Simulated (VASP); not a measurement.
All values below come from RPBE GGA, VASP's PBE PAW potentials (set 64) (plane waves; VASP).

Input for VASP

### INCAR
```
# general
SYSTEM  = Rb
PREC    = Accurate
ENCUT   = 520
LREAL   = .False.
LASPH   = .True.   # aspherical one-centre terms

# electronic loop
EDIFF   = 1E-6   # SCF stop (eV)
NELM    = 100   # most electronic steps
ALGO    = Normal   # blocked Davidson
LMAXMIX = 4   # l cut-off of mixed one-centre charges

# smearing
ISMEAR  = 1   # Methfessel-Paxton
SIGMA   = 0.1   # width (eV)

# functional
GGA     = RP

# ions
IBRION  = 2
NSW     = 60
ISIF    = 3   # ions, shape and volume
EDIFFG  = -0.01   # ionic stop

# output
LWAVE   = .False.
LCHARG  = .False.
```

### KPOINTS
```
Automatic mesh
0
gamma
 8 8 8
```

### POSCAR
```
Rb
1.0
 -2.8250000000   2.8250000000   2.8250000000
  2.8250000000  -2.8250000000   2.8250000000
  2.8250000000   2.8250000000  -2.8250000000
Rb
1
Direct
  0.0000000000   0.0000000000   0.0000000000
```

POTCAR, in this order: Rb_sv (PBE.64 set). Program: vasp_std.

Output

**OSZICAR**
```
       N       E                     dE             d eps       ncg     rms          rms(c)
DAV:   1     0.489214542515E+02    0.48921E+02   -0.33516E+03   464   0.824E+02
DAV:   2     0.154254237705E+01   -0.47379E+02   -0.47187E+02   520   0.142E+02
DAV:   3    -0.743028821408E+00   -0.22856E+01   -0.22854E+01   616   0.380E+01
DAV:   4    -0.802024233790E+00   -0.58995E-01   -0.58838E-01   776   0.500E+00
DAV:   5    -0.802543817737E+00   -0.51958E-03   -0.51953E-03   672   0.319E-01    0.145E+00
DAV:   6    -0.805793704984E+00   -0.32499E-02   -0.19909E-03   712   0.331E-01    0.871E-01
DAV:   7    -0.808788665178E+00   -0.29950E-02   -0.42466E-03   528   0.507E-01    0.436E-02
DAV:   8    -0.809022591496E+00   -0.23393E-03   -0.21313E-04   728   0.141E-01    0.166E-02
DAV:   9    -0.809033484458E+00   -0.10893E-04   -0.11109E-05   712   0.306E-02    0.435E-03
DAV:  10    -0.809033065698E+00    0.41876E-06   -0.27706E-06   760   0.114E-02
   1 F= -.80903307E+00 E0= -.80854632E+00  d E =-.809033E+00
       N       E                     dE             d eps       ncg     rms          rms(c)
DAV:   1    -0.849166051614E+00   -0.40133E-01   -0.90125E-01   464   0.712E+00    0.875E-01
DAV:   2    -0.822651595215E+00    0.26514E-01   -0.65774E-02   480   0.213E+00    0.451E-01
DAV:   3    -0.813028478949E+00    0.96231E-02   -0.49920E-02   664   0.142E+00    0.961E-02
DAV:   4    -0.813150076848E+00   -0.12160E-03   -0.12642E-03   552   0.325E-01    0.542E-02
DAV:   5    -0.813283360619E+00   -0.13328E-03   -0.85162E-05   784   0.109E-01    0.396E-02
DAV:   6    -0.813304388367E+00   -0.21028E-04   -0.73338E-05   800   0.922E-02    0.111E-02
DAV:   7    -0.813307623377E+00   -0.32350E-05   -0.14861E-06   480   0.155E-02    0.151E-03
DAV:   8    -0.813307298936E+00    0.32444E-06   -0.54732E-08   320   0.302E-03
   2 F= -.81330730E+00 E0= -.81282948E+00  d E =-.427423E-02
       N       E                     dE             d eps       ncg     rms          rms(c)
DAV:   1    -0.106920794694E+01   -0.25590E+00   -0.63608E+00   464   0.188E+01    0.231E+00
DAV:   2    -0.888382578468E+00    0.18083E+00   -0.47098E-01   528   0.559E+00    0.122E+00
DAV:   3    -0.816964671008E+00    0.71418E-01   -0.37719E-01   680   0.392E+00    0.293E-01
DAV:   4    -0.817564700857E+00   -0.60003E-03   -0.98479E-03   504   0.915E-01    0.157E-01
DAV:   5    -0.818708907546E+00   -0.11442E-02   -0.76574E-04   824   0.367E-01    0.106E-01
DAV:   6    -0.818789526276E+00   -0.80619E-04   -0.36750E-04   824   0.189E-01    0.301E-02
DAV:   7    -0.818802659508E+00   -0.13133E-04   -0.11405E-05   632   0.434E-02    0.355E-03
DAV:   8    -0.818802367247E+00    0.29226E-06   -0.16144E-07   304   0.418E-03
   3 F= -.81880237E+00 E0= -.81833876E+00  d E =-.976930E-02
       N       E                     dE             d eps       ncg     rms          rms(c)
DAV:   1    -0.824019737672E+00   -0.52171E-02   -0.12772E-01   464   0.267E+00    0.330E-01
DAV:   2    -0.820222668511E+00    0.37971E-02   -0.91411E-03   472   0.805E-01    0.168E-01
DAV:   3    -0.818883880875E+00    0.13388E-02   -0.68440E-03   656   0.525E-01    0.338E-02
DAV:   4    -0.818902118756E+00   -0.18238E-04   -0.18906E-04   544   0.122E-01    0.200E-02
DAV:   5    -0.818915827674E+00   -0.13709E-04   -0.11435E-05   816   0.362E-02    0.152E-02
DAV:   6    -0.818916570157E+00   -0.74248E-06   -0.11776E-05   840   0.391E-02    0.464E-03
DAV:   7    -0.818917558554E+00   -0.98840E-06   -0.19482E-07   264   0.544E-03
   4 F= -.81891756E+00 E0= -.81845493E+00  d E =-.988449E-02
```

**OUTCAR**
```
------------------------ aborting loop because EDIFF is reached ----------------------------------------
  FORCE on cell =-STRESS in cart. coord.  units (eV):
  Direction    XX          YY          ZZ          XY          YZ          ZX
  --------------------------------------------------------------------------------------
  Total        0.0037843      0.0037843      0.0037843     -0.0000000      0.0000000     -0.0000000
  in kB        0.0603299      0.0603299      0.0603299     -0.0000000      0.0000000     -0.0000000
  external PRESSURE =       0.0603299 kB  Pullay stress =       0.0000000 kB
  volume of cell :      100.50
      direct lattice vectors                 reciprocal lattice vectors
    -2.928885682  2.928885682  2.928885682     0.000000000  0.170713389  0.170713389
     2.928885682 -2.928885682  2.928885682     0.170713389  0.000000000  0.170713389
     2.928885682  2.928885682 -2.928885682     0.170713389  0.170713389  0.000000000
 POSITION                                       TOTAL-FORCE (eV/Angst)
 -----------------------------------------------------------------------------------
      2.92889      2.92889      2.92889         0.000000      0.000000      0.000000
 -----------------------------------------------------------------------------------
    total drift:                                0.000000      0.000000     -0.000000
  FREE ENERGIE OF THE ION-ELECTRON SYSTEM (eV)
  ---------------------------------------------------
  free  energy   TOTEN  =        -0.8189175586 eV

  energy  without entropy=       -0.8175296763  energy(sigma->0) =       -0.81845493

 reached required accuracy - stopping structural energy minimisation
```
(Selected blocks of OUTCAR.)

File CONTCAR:
```
Rb
   1.00000000000000
    -2.9288856816514932    2.9288856816514932    2.9288856816514932
     2.9288856816514932   -2.9288856816514932    2.9288856816514932
     2.9288856816514932    2.9288856816514932   -2.9288856816514932
  Rb
     1
Direct
     1.0000000000000000    1.0000000000000000    1.0000000000000000
```

Energy and stress use the plane-wave basis of the starting cell.

The compound is Rb in the bcc structure. This run relaxes it. Symmetry was kept, so distortions that lower it aren't found.
